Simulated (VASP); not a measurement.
# KMg6Cd (Amm2) in VASP: reference runs

How does KMg6Cd come out in PBE? The cell is run as given and disturbed.

Program: VASP 6.6.1. These are calculated values, not measurements. Logs are shortened: lines on timing, memory, paths and dates and some standing lists are left out, and cuts for length are marked.

### Step 1. The structure

Symmetry: Amm2, No. 38, orthorhombic system. Conventional cell: a = 5.336 Å, b = 6.783 Å, c = 11.592 Å, α = 90.00°, β = 90.00°, γ = 90.00°. Cd (site symmetry mm2) has 10 Mg at 3.15 to 3.56 Å and 2 K at 3.35 Å as nearest neighbours. K (site symmetry mm2) is surrounded by 10 Mg at 3.34 to 3.39 Å and 2 Cd at 3.35 Å. Mg (site symmetry mm2) has 10 Mg at 3.32 to 3.36 Å and 2 Cd at 3.39 Å as nearest neighbours. Mg (site symmetry m) is surrounded by 2 Cd at 3.15 to 3.56 Å and 8 Mg at 3.19 to 3.60 Å and 2 K at 3.38 Å. Mg (site symmetry mm2) is surrounded by 10 Mg at 3.26 to 3.42 Å and 2 K at 3.39 Å. Mg (site symmetry m) is surrounded by 8 Mg at 3.25 to 3.44 Å and 2 Cd at 3.27 Å and 2 K at 3.34 to 3.37 Å.

The cell comes from a database or a generator and needn't be the stable form of this composition.

### Step 2. Single point, PBE

The input, INCAR:

```
ALGO = Normal
EDIFF = 1E-7
ENCUT = 520
GGA = PE
ISIF = 2
ISMEAR = -1
LASPH = True
LCHARG = True
LELF = True
LREAL = False
LVHAR = True
LWAVE = False
NBANDS = 26
NELM = 80
PREC = Accurate
SIGMA = 0.05
```

The input, KPOINTS:

```
k-points
0
Gamma
  5 5 5
```

The input, POSCAR:

```
KMg6Cd
1.0
    5.3358260000      0.0000000000      0.0000000000
    0.0000000000      3.3916290000      5.7961295000
    0.0000000000     -3.3916290000      5.7961295000
Cd K Mg
1 1 6
Direct
    0.5000000000      0.6566900000      0.6566900000
    0.0000000000      0.8315800000      0.8315800000
    0.5000000000      0.1669320000      0.1669320000
    0.5000000000      0.6568990000      0.1871310000
    0.5000000000      0.1871310000      0.6568990000
    0.0000000000      0.3367320000      0.3367320000
    0.0000000000      0.8284270000      0.3356070000
    0.0000000000      0.3356070000      0.8284270000
```

Potentials or basis: VASP PAW PBE potentials, release 64 (Cd, K_sv, Mg).

Launch:

```bash
$ cat potpaw_PBE.64/Cd/POTCAR potpaw_PBE.64/K_sv/POTCAR potpaw_PBE.64/Mg/POTCAR > POTCAR
$ mpirun -np 1 vasp_std > vasp.out
```

OUTCAR:

```text
EDIFF = 1E-7
   ENCUT = 520
   GGA = PE
   ISIF = 2
   ISMEAR = -1
   LASPH = True
   LREAL = False
   NELM = 80
   PREC = Accurate

 ion  position               nearest neighbor table
   1  0.500  0.657  0.657-   4 3.15   5 3.15   7 3.27   8 3.27   7 3.27   8 3.27   2 3.35   2 3.35
                             3 3.39   3 3.39   5 3.56   4 3.56
   2  0.000  0.832  0.832-   7 3.34   8 3.34   1 3.35   1 3.35   8 3.37   7 3.37   5 3.38   4 3.38
                             4 3.38   5 3.38   6 3.39   6 3.39
   3  0.500  0.167  0.167-   6 3.32   6 3.32   8 3.32   7 3.32   7 3.32   8 3.32   4 3.36   5 3.36
                             4 3.36   5 3.36   1 3.39   1 3.39
   4  0.500  0.657  0.187-   1 3.15   5 3.19   7 3.25   7 3.25   6 3.26   6 3.26   3 3.36   3 3.36
                             2 3.38   2 3.38   1 3.56   5 3.60
   5  0.500  0.187  0.657-   1 3.15   4 3.19   8 3.25   8 3.25   6 3.26   6 3.26   3 3.36   3 3.36
                             2 3.38   2 3.38   1 3.56   4 3.60
   6  0.000  0.337  0.337-   4 3.26   5 3.26   4 3.26   5 3.26   7 3.30   8 3.30   3 3.32   3 3.32
                             2 3.39   2 3.39   7 3.42   8 3.42
   7  0.000  0.828  0.336-   4 3.25   4 3.25   1 3.27   1 3.27   6 3.30   3 3.32   3 3.32   2 3.34
                             8 3.34   2 3.37   6 3.42   8 3.44
   8  0.000  0.336  0.828-   5 3.25   5 3.25   1 3.27   1 3.27   6 3.30   3 3.32   3 3.32   2 3.34
                             7 3.34   2 3.37   6 3.42   7 3.44

  LATTYP: Found a base centered orthorhombic cell.
 ALAT       =     6.7832580000
 B/A-ratio  =     1.7089515097
 C/A-ratio  =     0.7866169914

  Lattice vectors:

 A1 = (   0.0000000000,   3.3916290000,  -5.7961295000)
 A2 = (   0.0000000000,   3.3916290000,   5.7961295000)
 A3 = (   5.3358260000,   0.0000000000,   0.0000000000)

Analysis of symmetry for initial positions (statically):
=====================================================================
 Subroutine PRICEL returns:
 Original cell was already a primitive cell.

 Routine SETGRP: Setting up the symmetry group for a
 base centered orthorhombic supercell.

 Subroutine GETGRP returns: Found  4 space group operations
 (whereof  4 operations were pure point group operations)
 out of a pool of  8 trial point group operations.

The static configuration has the point symmetry C_2v.

Analysis of symmetry for dynamics (positions and initial velocities):
=====================================================================
 Subroutine PRICEL returns:
 Original cell was already a primitive cell.

 Routine SETGRP: Setting up the symmetry group for a
 base centered orthorhombic supercell.

 Subroutine GETGRP returns: Found  4 space group operations
 (whereof  4 operations were pure point group operations)
 out of a pool of  8 trial point group operations.

The dynamic configuration has the point symmetry C_2v.

 Subroutine INISYM returns: Found  4 space group operations
 (whereof  4 operations are pure point group operations),
 and found     1 'primitive' translations

----------------------------------------------------------------------------------------

                                     Primitive cell

  volume of cell :     209.7868

  direct lattice vectors                    reciprocal lattice vectors
     5.335826000  0.000000000  0.000000000     0.187412408  0.000000000  0.000000000
     0.000000000  3.391629000  5.796129500     0.000000000  0.147421785  0.086264463
     0.000000000 -3.391629000  5.796129500     0.000000000 -0.147421785  0.086264463

  length of vectors
     5.335826000  6.715524138  6.715524138     0.187412408  0.170806148  0.170806148

  position of ions in fractional coordinates (direct lattice)
     0.500000000  0.656690000  0.656690000
     0.000000000  0.831580000  0.831580000
     0.500000000  0.166932000  0.166932000
     0.500000000  0.656899000  0.187131000
     0.500000000  0.187131000  0.656899000
     0.000000000  0.336732000  0.336732000
     0.000000000  0.828427000  0.335607000
     0.000000000  0.335607000  0.828427000

  ion indices of the primitive-cell ions
   primitive index   ion index
                 1           1
                 2           2
                 3           3
                 4           4
                 5           5
                 6           6
                 7           7
                 8           8

----------------------------------------------------------------------------------------

 KPOINTS: k-points

Automatic generation of k-mesh.
 Grid dimensions read from file:
 generate k-points for:    5    5    5

 Generating k-lattice:

  Cartesian coordinates                     Fractional coordinates (reciprocal lattice)
     0.037482482  0.000000000  0.000000000     0.200000000  0.000000000  0.000000000
     0.000000000  0.029484357  0.017252893     0.000000000  0.200000000  0.000000000
     0.000000000 -0.029484357  0.017252893     0.000000000  0.000000000  0.200000000

  Length of vectors
     0.037482482  0.034161230  0.034161230

  Shift w.r.t. Gamma in fractional coordinates (k-lattice)
     0.000000000  0.000000000  0.000000000

 Subroutine IBZKPT returns following result:
 ===========================================

 Found     27 irreducible k-points:

 Following reciprocal coordinates:
            Coordinates               Weight
  0.000000  0.000000  0.000000      1.000000
  0.200000  0.000000  0.000000      2.000000
  0.400000  0.000000  0.000000      2.000000
  0.000000  0.200000  0.000000      4.000000
  0.200000  0.200000  0.000000      8.000000
  0.400000  0.200000  0.000000      8.000000
[... 16 lines left out ...]
  0.200000  0.400000  0.400000      4.000000
  0.400000  0.400000  0.400000      4.000000
 [... further k-points ...]
   k-points           NKPTS =     27   k-points in BZ     NKDIM =     27   number of bands    NBANDS=     26
   number of dos      NEDOS =    301   number of ions     NIONS =      8
   total plane-waves  NPLWV = 100000
   dimension x,y,z NGX =    40 NGY =   50 NGZ =   50
   dimension x,y,z NGXF=    80 NGYF=  100 NGZF=  100
   ions per type =               1   1   6
   NGX,Y,Z   is equivalent  to a cutoff of  12.46, 12.38, 12.38 a.u.
   NGXF,Y,Z  is equivalent  to a cutoff of  24.93, 24.76, 24.76 a.u.
 SYSTEM =  unknown system
   PREC   = accura    normal or accurate (medium, high low for compatibility)
   ISTART =      0    job   : 0-new  1-cont  2-samecut
   ICHARG =      2    charge: 1-file 2-atom 10-const
   ISPIN  =      1    spin polarized calculation?
   LNONCOLLINEAR =      F non collinear calculations
   LSORBIT =      F    spin-orbit coupling
   LASPH  =      T    aspherical Exc in radial PAW
   ENCUT  =  520.0 eV  38.22 Ry    6.18 a.u.   9.92 12.49 12.49*2*pi/ulx,y,z
   NELM   =     80;   NELMIN=  2; NELMDL= -5     # of ELM steps
   EDIFF  = 0.1E-06   stopping-criterion for ELM
   LREAL  =      F    real-space projection
   EDIFFG = 0.1E-05   stopping-criterion for IOM
   NSW    =      0    number of steps for IOM
   IBRION =     -1    ionic relax: 0-MD 1-quasi-New 2-CG
   NFREE  =      0    steps in history (QN), initial steepest desc. (CG)
   ISIF   =      2    stress and relaxation
   ISYM   =      2    0-nonsym 1-usesym 2-fastsym
   POTIM  = 0.5000    time-step for ionic-motion
   TEBEG  =    0.0;   TEEND  =   0.0 temperature during run
   PSTRESS=    0.0 pullay stress
   NELECT =      33.0000    total number of electrons
   NUPDOWN=      -1.0000    fix difference up-down
   EMIN   =  10.00;   EMAX   =-10.00  energy-range for DOS
   EFERMI =   0.00;   METHOD = LEGACY
   ISMEAR =    -1;   SIGMA  =   0.05  broadening in eV -4-tet -1-fermi 0-gaus
   EFERMI_NEDOS =   21; number of points for ismear=-14 and -15
   IALGO  =     38    algorithm
   IMIX   =      4    mixing-type and parameters
     AMIX     =   0.40;   BMIX     =  1.00
     AMIX_MAG =   1.60;   BMIX_MAG =  1.00
  volume/ion in A,a.u.               =      26.22       176.96
  Fermi-wavevector in a.u.,A,eV,Ry     =   0.883731  1.670010 10.625886  0.780981
  Thomas-Fermi vector in A             =   2.004536
   LORBIT       =      0    0 simple, 1 ext, 2 COOP (PROOUT), +10 PAW based schemes
   GGA     = PE    functional components
   LHFCALC =     F    Hartree Fock is set to
   AEXX    =    0.0000 exact exchange contribution
   IVDW    =     0    specifies the selected vdW correction
   LEPSILON=     F    determine dielectric tensor
   LRPA    =     F    only Hartree local field effects (RPA)
 non-spin polarized calculation
  energy-cutoff  :      520.00
  volume of cell :      209.79
 maximum number of plane-waves:      5696
 NGX is ok and might be reduce to    40
   NGX = 19   NGY = 25   NGZ = 25

 number of electron      32.9999997 magnetization

 Free energy of the ion-electron system (eV)
  ---------------------------------------------------
  ext. energy  EPLUGINS =         0.00000000
  ---------------------------------------------------
  free energy    TOTEN  =        -9.87423290 eV

  energy without entropy =       -9.86143460  energy(sigma->0) =       -9.86783375

 E-fermi :   2.0408     XC(G=0):  -8.4182

 val. band max:        1.9076078136   @ k =   0.2000   0.4000   0.2000
 cond. band min:       2.0824280208   @ k =   0.4000   0.2000   0.2000
 fundamental gap:      0.1748202072
 Fermi energy:         2.0407663401

 k-point     1 :       0.0000    0.0000    0.0000
  band No.  band energies     occupation
      1     -28.7384      2.00000
      2     -12.3579      2.00000
      3     -12.3532      2.00000
      4     -12.3162      2.00000
      5      -6.5840      2.00000
      6      -6.5376      2.00000
[... 18 lines left out ...]
     25       5.1584      0.00000
     26       5.1765      0.00000

 k-point     2 :       0.2000    0.0000    0.0000
  band No.  band energies     occupation
      1     -28.7383      2.00000
      2     -12.3567      2.00000
      3     -12.3524      2.00000
      4     -12.3235      2.00000
      5      -6.5785      2.00000
      6      -6.5386      2.00000
[... 630 lines left out ...]
 k-point    24 :       0.4000    0.4000    0.4000
  band No.  band energies     occupation
      1     -28.7381      2.00000
      2     -12.3586      2.00000
      3     -12.3523      2.00000
      4     -12.3346      2.00000
      5      -6.5630      2.00000
      6      -6.5459      2.00000
[... 18 lines left out ...]
     25       5.9187      0.00000
     26       6.0398      0.00000

 [... further k-points ...]

------------------------ aborting loop because EDIFF is reached ----------------------------------------

  FORCE on cell =-STRESS in cart. coord.  units (eV):
  Direction    XX          YY          ZZ          XY          YZ          ZX
  --------------------------------------------------------------------------------------
  -------------------------------------------------------------------------------------
  Total        0.3153437     -0.6249712     -0.1694482      0.0000000      0.0000000      0.0000000
  in kB        2.4083340     -4.7730120     -1.2941051      0.0000000      0.0000000      0.0000000
  external PRESSURE =      -1.2195944 kB  Pullay stress =       0.0000000 kB

 VOLUME and BASIS-vectors are now :
 -----------------------------------------------------------------------------
  energy-cutoff  :      520.00
  volume of cell :      209.79
      direct lattice vectors                 reciprocal lattice vectors
     5.335826000  0.000000000  0.000000000     0.187412408  0.000000000  0.000000000
     0.000000000  3.391629000  5.796129500     0.000000000  0.147421785  0.086264463
     0.000000000 -3.391629000  5.796129500     0.000000000 -0.147421785  0.086264463

 POSITION                                       TOTAL-FORCE (eV/Angst)
 -----------------------------------------------------------------------------------
      2.66791      0.00000      7.61252         0.000000      0.000000     -0.130295
      0.00000      0.00000      9.63989         0.000000      0.000000     -0.006255
      2.66791      0.00000      1.93512         0.000000      0.000000      0.009468
      2.66791      1.59328      4.89211         0.000000     -0.096479      0.059057
      2.66791     -1.59328      4.89211         0.000000      0.096479      0.059057
      0.00000      0.00000      3.90348         0.000000      0.000000      0.020845
      0.00000      1.67146      6.74689         0.000000     -0.015427     -0.005938
      0.00000     -1.67146      6.74689         0.000000      0.015427     -0.005938
 -----------------------------------------------------------------------------------
    total drift:                               -0.000000     -0.000000     -0.000177

  FREE ENERGIE OF THE ION-ELECTRON SYSTEM (eV)
  ---------------------------------------------------
  free  energy   TOTEN  =        -9.8742329019 eV

  energy  without entropy=       -9.8614346047  energy(sigma->0) =       -9.86783375
```

Run time: 86 s. Hardware: 1 thread of AMD EPYC 9R45 (Zen 5), shared host; peak memory 0.37 GiB.

Results:

```
Free energy            : -9.8742 eV
Pressure               : -0.1 GPa
Largest force          : 0.130 eV/Å
Band gap on the k mesh : none (metal or under the smearing width)
```

Forces on the atoms (eV/Å):
```
Cd   0.000  0.000 -0.130
K    0.000  0.000 -0.006
Mg   0.000  0.000  0.009
Mg   0.000 -0.096  0.059
Mg   0.000  0.096  0.059
Mg   0.000  0.000  0.021
Mg   0.000 -0.015 -0.006
Mg   0.000  0.015 -0.006
```

(Part 1 of 2 ends here.)
